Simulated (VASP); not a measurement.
Here is the system:

```yaml
crystal:
  lattice:
    - [4.13805, 0.00000, 0.00000]
    - [0.00000, 4.09999, 0.00000]
    - [0.00000, 0.00000, 4.18039]
  atoms:
    - { symbol: Sc, position: [0.00000, 0.00000, 0.00000] }
    - { symbol: Al, position: [0.00000, 0.50000, 0.50000] }
    - { symbol: Al, position: [0.50000, 0.00000, 0.50000] }
    - { symbol: Al, position: [0.52063, 0.50000, 0.00000] }
```
Cell charge -0.1.

All values below come from PBE GGA, VASP's PBE PAW potentials (set 64) (plane waves; VASP 6.6.1). Numerical set-up: NELECT = 20.1, 400 eV cut-off, 7×7×7 Γ-centred mesh, Gaussian smearing of 0.050 eV, potentials Sc_sv Al.

The cell is charged, with a uniform compensating background.

Estimate the energy per atom (σ→0), largest force, band gap (on the k-mesh) with the smallest direct gap where there is one.

```
Item                                                        Result
------------------------  ----------------------------------------
band gap (on the k-mesh)  none (metal, semimetal or under 0.01 eV)
energy per atom (σ→0)                               -4643 meV/atom
largest force                                           0.503 eV/Å
```

The absolute energy has meaning only against runs of the same code, potentials and settings.

The compound is Al3Sc in the L1_2 structure. The cell was not relaxed at this level, atoms are displaced from their ideal sites. The run is one of a series of settings (ISMEAR = 0, NELECT = 20.1, SIGMA = 0.05 against the base run), some of them coarse on purpose.
